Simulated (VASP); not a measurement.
```
CELL_PARAMETERS angstrom
      2.24040    -3.88049     0.00000
      2.24040     3.88049     0.00000
      0.00000     0.00000     4.99478
ATOMIC_POSITIONS crystal
  Se 0.00000 0.21885 0.66667
  Se 0.78115 0.78115 0.00000
  Se 0.21885 0.00000 0.33333
```

All values below come from PBE GGA, VASP's PBE PAW potentials (set 64) (plane waves; VASP). Numerical set-up: 520 eV cut-off, 7×7×5 Γ-centred mesh, Gaussian smearing of 0.050 eV, potentials Se.

Without a dispersion term in the relaxation, distances and binding between the weakly bound layers, chains or molecules are unreliable, and so is what depends on them.

Problem. The ions and cell shape at fixed volume are relaxed. What does this cell relax into?

Solution. 
```
CELL_PARAMETERS angstrom
      2.22748    -3.85811     0.00000
      2.22748     3.85811     0.00000
      0.00000     0.00000     5.05290
ATOMIC_POSITIONS crystal
  Se 0.00000 0.22290 0.66667
  Se 0.77710 0.77710 0.00000
  Se 0.22290 0.00000 0.33333
```
Space group P3_121 (152), at a tolerance of 0.03 Å.

Problem. How much energy does the relaxation gain?

Solution. The energy (σ→0) changes by -3.7 meV/atom, in 6 ionic steps.

The compound is Se in the trig structure. This cell is one point of a volume scan, at 0.97 of the reference volume. Symmetry was kept, so distortions that lower it aren't found.
